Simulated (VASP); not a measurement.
Here is a VASP 6.6.1 calculation.

File POSCAR:

```
Ta3N
1.0
    3.0322239879      0.0000000000      0.0000000000
   -1.5161119940      2.6259830035      0.0000000000
    0.0000000000      0.0000000000      7.5241370000
Ta N
3 1
Direct
    0.6666666667      0.3333333333      0.8260700000
    0.3333333333      0.6666666667      0.1739300000
    0.0000000000      0.0000000000      0.5000000000
    0.0000000000      0.0000000000      0.0000000000
```

Contents of INCAR.step1:

```
SYSTEM = Ta3N
PREC = Accurate ; ENCUT = 520
EDIFF = 1E-6 ; ISMEAR = -1
SIGMA = 0.05 ; LREAL = .False.
LASPH = .True. ; NELM = 100
ALGO = Fast ; ISIF = 2
LWAVE = .False. ; LCHARG = .True.
LMAXMIX = 4 ; NBANDS = 27
```

File KPOINTS.step1:

```
Automatic mesh
0
Gamma
  7 7 3
  0 0 0
```

File INCAR.step2:

```
SYSTEM = Ta3N
PREC = Accurate ; ENCUT = 520
EDIFF = 1E-6 ; ISMEAR = 0
SIGMA = 0.05 ; LREAL = .False.
LASPH = .True. ; NELM = 100
ALGO = Fast ; ISIF = 2
LWAVE = .False. ; LCHARG = .False.
LMAXMIX = 4 ; NBANDS = 27
ICHARG = 11
```

File KPOINTS.step2:

```
path GMKGALHA,LM,KH
20
line-mode
reciprocal
 0.0000000000  0.0000000000  0.0000000000  G
 0.5000000000  0.0000000000  0.0000000000  M

 0.5000000000  0.0000000000  0.0000000000  M
 0.3333333333  0.3333333333  0.0000000000  K

 0.3333333333  0.3333333333  0.0000000000  K
 0.0000000000  0.0000000000  0.0000000000  G

 0.0000000000  0.0000000000  0.0000000000  G
 0.0000000000  0.0000000000  0.5000000000  A

 0.0000000000  0.0000000000  0.5000000000  A
 0.5000000000  0.0000000000  0.5000000000  L

 0.5000000000  0.0000000000  0.5000000000  L
 0.3333333333  0.3333333333  0.5000000000  H

 0.3333333333  0.3333333333  0.5000000000  H
 0.0000000000  0.0000000000  0.5000000000  A

 0.5000000000  0.0000000000  0.5000000000  L
 0.5000000000  0.0000000000  0.0000000000  M

 0.3333333333  0.3333333333  0.0000000000  K
 0.3333333333  0.3333333333  0.5000000000  H
```

Potentials or basis: VASP PAW LDA potentials, release 64 (Ta_pv, N).

Launch:

```console
$ cat potpaw_LDA.64/Ta_pv/POTCAR potpaw_LDA.64/N/POTCAR > POTCAR
$ cp INCAR.step1 INCAR
$ cp KPOINTS.step1 KPOINTS
$ mpirun -np 1 vasp_std > vasp.out
$ cp INCAR.step2 INCAR
$ cp KPOINTS.step2 KPOINTS
$ mpirun -np 1 vasp_std > vasp.out
```

(1) Estimate the band gap along the path.

Results:

(1) none (metal or under the smearing width).

Caveat: spin-orbit coupling is left out, which moves the levels of the heavy elements.
